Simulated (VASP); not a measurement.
The system is Be2ZnO3.

```xyz
6
Lattice="3.0101 0.0000 0.0000 -1.5051 2.6069 0.0000 0.0000 0.0000 7.4693" Properties=species:S:1:pos:R:3 pbc="T T T"
Be    0.0000    1.7379    6.1781
Be    1.5051    0.8690    1.2912
Zn    0.0000    0.0000    3.7347
O     0.0000    1.7379    2.6000
O     1.5051    0.8690    4.8693
O     0.0000    0.0000    0.0000
```

The cell was built by a generator and needn't be a form met in nature.

- Program: VASP 6.6.1
- Task: relaxation of cell and atoms
- Functional: PBE
- Potentials or basis: VASP PAW PBE potentials, release 64 (Be, Zn, O)
- Cutoff: 520 eV
- k mesh: 5 × 5 × 2
- Occupations: gaussian, width 0.15 eV
- Spin: no spin polarisation

At the start: pressure -24.2 GPa; volume 9.77 Å³/atom.

Problem. Where does the relaxation end?

Solution. Over 8 steps the energy falls by 494.8 meV/atom and the volume is 7.42 Å³/atom (-24.0 %); space group P-3m1 (No. 164, to 0.05 Å).

Step by step:
| step | energy change (eV) | largest force (eV/Å) | pressure (GPa) | volume (Å³) |
| --- | --- | --- | --- | --- |
| 1 | 0.0000 | 3.3864 | -24.17 | 58.61 |
| 2 | -2.1856 | 2.8026 | -2.94 | 46.97 |
| 3 | -2.3545 | 2.1335 | 16.73 | 42.75 |
| 4 | -2.7554 | 1.5565 | 8.05 | 42.87 |
| 5 | -2.8030 | 1.1322 | 8.87 | 42.84 |
| 6 | -2.9437 | 0.4764 | -4.06 | 45.39 |
| 7 | -2.9615 | 0.0936 | -1.01 | 44.75 |
| 8 | -2.9685 | 0.0521 | -0.14 | 44.52 |

Final structure:
```yaml
crystal:
  lattice:
    - [2.72811, 0.00000, 0.00000]
    - [-1.36405, 2.36261, 0.00000]
    - [0.00000, 0.00000, 6.90754]
  atoms:
    - { symbol: Be, position: [0.33333, 0.66667, 0.84807] }
    - { symbol: Be, position: [0.66667, 0.33333, 0.15193] }
    - { symbol: Zn, position: [0.00000, 0.00000, 0.50000] }
    - { symbol: O, position: [0.33333, 0.66667, 0.29704] }
    - { symbol: O, position: [0.66667, 0.33333, 0.70296] }
    - { symbol: O, position: [0.00000, 0.00000, 0.00000] }
```

Caveat: the k mesh is coarse (spacing up to 0.48 Å⁻¹), so the values aren't converged; the volume moved by over 15 % at a fixed basis, so the end points are rough.
